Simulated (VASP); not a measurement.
# Al$_{3}$InN$_{4}$ (ordered alloy cell): computed properties

These are PBEsol GGA, VASP's PBE PAW potentials (set 64) (plane waves; VASP) values and carry that method's errors.

```
Quantity                                                                                            Value
---------------------------------------------  ----------------------------------------------------------
space group                                                                                    P3m1 (156)
cell                                           a = b = 3.207 Å, c = 10.463 Å, α = β = 90.00°, γ = 120.00°
volume per atom                                                                            11.65 Å^3/atom
band gap (over mesh and band path)                                                                1.38 eV
smallest direct gap (over mesh and band path)                                                     1.38 eV
band-edge character                                                                        direct, Γ to Γ
density                                                                                        4.49 g/cm³
```

```
Al3InN4
1.0
    1.60346    -2.77728     0.00000
    1.60346     2.77728     0.00000
    0.00000     0.00000    10.46324
In Al N
1 3 4
Direct
  0.66667   0.33333   0.25331
  0.33333   0.66667   0.98665
  0.66667   0.33333   0.75150
  0.33333   0.66667   0.51570
  0.66667   0.33333   0.46225
  0.33333   0.66667   0.16566
  0.66667   0.33333   0.93223
  0.33333   0.66667   0.69669
```

Unless said otherwise, spin-orbit coupling is left out, though it shifts the bands of the heavy elements here.

The structure was generated: Al3InN4 was put into an ordered model structure (P3m1), which need not be its known phase. It was relaxed first. Symmetry was kept, so distortions that lower it aren't found.
